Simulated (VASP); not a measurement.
OSZICAR of a VASP run on CdS (wurtzite):

File OSZICAR:
```
       N       E                     dE             d eps       ncg     rms          rms(c)
DAV:   1     0.243321626445E+03    0.24332E+03   -0.17462E+04   924   0.147E+03
DAV:   2    -0.232687114288E+01   -0.24565E+03   -0.24036E+03  1026   0.359E+02
DAV:   3    -0.157010596459E+02   -0.13374E+02   -0.13330E+02  1122   0.840E+01
DAV:   4    -0.158420607410E+02   -0.14100E+00   -0.14096E+00  1044   0.871E+00
DAV:   5    -0.158446476490E+02   -0.25869E-02   -0.25868E-02  1152   0.113E+00    0.127E+01
DAV:   6    -0.148649053938E+02    0.97974E+00   -0.23979E+00  1224   0.174E+01    0.963E+00
DAV:   7    -0.148330843754E+02    0.31821E-01   -0.83464E-01  1068   0.549E+00    0.361E+00
DAV:   8    -0.148179420718E+02    0.15142E-01   -0.15425E-01  1160   0.417E+00    0.589E-01
DAV:   9    -0.148161816511E+02    0.17604E-02   -0.24560E-02  1168   0.214E+00    0.173E-01
DAV:  10    -0.148158429302E+02    0.33872E-03   -0.15968E-03  1190   0.491E-01    0.769E-02
DAV:  11    -0.148158552805E+02   -0.12350E-04   -0.11404E-04  1092   0.751E-02    0.852E-02
DAV:  12    -0.148158569591E+02   -0.16785E-05   -0.87664E-06  1082   0.168E-02    0.110E-01
DAV:  13    -0.148158746402E+02   -0.17681E-04   -0.97660E-05  1032   0.793E-02    0.122E-01
DAV:  14    -0.148158725134E+02    0.21268E-05   -0.11339E-05  1062   0.461E-02    0.795E-02
DAV:  15    -0.148158658869E+02    0.66266E-05   -0.65965E-06   976   0.174E-02    0.456E-02
DAV:  16    -0.148158639617E+02    0.19252E-05   -0.94346E-06  1020   0.140E-02    0.429E-03
DAV:  17    -0.148158640398E+02   -0.78133E-07   -0.25403E-07   534   0.354E-03
   1 F= -.11815586E+02 E0= -.11815586E+02  d E =-.118156E+02
       N       E                     dE             d eps       ncg     rms          rms(c)
DAV:   1    -0.189893578605E+02   -0.41735E+01   -0.90376E+01  1014   0.108E+02    0.151E+01
DAV:   2    -0.148234456648E+02    0.41659E+01   -0.13680E+01  1008   0.559E+01    0.462E+00
DAV:   3    -0.145789977987E+02    0.24445E+00   -0.15079E+00   960   0.976E+00    0.375E+00
DAV:   4    -0.145585209781E+02    0.20477E-01   -0.50493E-02   984   0.250E+00    0.218E+00
DAV:   5    -0.145442864497E+02    0.14235E-01   -0.12846E-02  1004   0.960E-01    0.117E+00
DAV:   6    -0.145426886251E+02    0.15978E-02   -0.46922E-03  1026   0.564E-01    0.127E-01
DAV:   7    -0.145426796182E+02    0.90068E-05   -0.31180E-04  1074   0.215E-01    0.348E-02
DAV:   8    -0.145426752351E+02    0.43832E-05   -0.13011E-05  1044   0.209E-02    0.691E-03
DAV:   9    -0.145426750779E+02    0.15714E-06   -0.42830E-07   528   0.465E-03
   2 F= -.11855327E+02 E0= -.11855327E+02  d E =-.397416E-01
       N       E                     dE             d eps       ncg     rms          rms(c)
DAV:   1    -0.154722426949E+02   -0.92957E+00   -0.16545E+01   978   0.497E+01    0.718E+00
DAV:   2    -0.148108703706E+02    0.66137E+00   -0.17941E+00   984   0.191E+01    0.285E+00
DAV:   3    -0.147447031749E+02    0.66167E-01   -0.17751E-01  1056   0.426E+00    0.251E+00
DAV:   4    -0.147314548573E+02    0.13248E-01   -0.14216E-02   936   0.846E-01    0.536E-01
DAV:   5    -0.147294026335E+02    0.20522E-02   -0.63901E-03  1116   0.107E+00    0.118E-01
DAV:   6    -0.147294559624E+02   -0.53329E-04   -0.72900E-04   942   0.219E-01    0.774E-02
DAV:   7    -0.147294578566E+02   -0.18942E-05   -0.74528E-06  1092   0.253E-02    0.477E-02
DAV:   8    -0.147294569376E+02    0.91905E-06   -0.12615E-05  1034   0.331E-02    0.130E-02
DAV:   9    -0.147294567765E+02    0.16105E-06   -0.10952E-06   498   0.895E-03
   3 F= -.11912535E+02 E0= -.11912535E+02  d E =-.969494E-01
```

Question: Which electronic solver shows in the log?

Answer: It is blocked Davidson (ALGO = Normal, or the opening steps of other solvers). The INCAR had ALGO = Normal.

Question: Can the final energy be trusted as converged?

Answer: Self-consistency was reached. It stopped with EDIFF = 1E-6, NELM = 100, NSW = 40 and EDIFFG = -0.02 after 3 ionic steps (LDA (Ceperley-Alder, Perdew-Zunger), plane waves, VASP's LDA PAW potentials (set 64)). Energy and stress use the plane-wave basis of the starting cell.

The compound is CdS in the wurtzite structure. This run relaxes it under an external pressure of 5 GPa. Symmetry was kept, so distortions that lower it aren't found.
